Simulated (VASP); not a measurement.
Consider the following.

```
CELL_PARAMETERS angstrom
     -1.92807     1.92807     3.93178
      1.92807    -1.92807     3.93178
      1.92807     1.92807    -3.93178
ATOMIC_POSITIONS crystal
  Tc 0.00000 0.00000 0.00000
  Pt 0.75000 0.25000 0.50000
  Pt 0.25000 0.75000 0.50000
  Pt 0.50000 0.50000 0.00000
```

Level of theory: PBEsol GGA, VASP's PBE PAW potentials (set 64) (plane waves; VASP 6.6.1). Run with 480 eV cut-off, 10×10×10 Γ-centred mesh, first-order Methfessel-Paxton smearing of 0.10 eV, potentials Tc_pv Pt.

Each relaxation starts from this cell; other phases were not tried.

**Question.** The cell is relaxed at 1 GPa. What happens?

**Answer.** The volume per atom goes from 14.62 to 14.58 Å³ (-0.3 %), and the cell becomes a = b = 3.852 Å, c = 7.857 Å, α = β = γ = 90.00°, space group I4/mmm.

**Question.** The cell is relaxed at 20 GPa. What happens?

**Answer.** The volume per atom goes from 14.62 to 13.83 Å³ (-5.4 %), and the cell becomes a = b = 3.7856 Å, c = 7.7213 Å, α = β = γ = 90.00°, space group I4/mmm.

Failed runs are left out, and for metals the shear rows, which the mesh's noise covers.

The structure comes from a computed database's TcPt3 entry (I4/mmm); how it stands against other phases isn't given here. The electron count is odd and the run is not spin-polarised, which forces a metal.
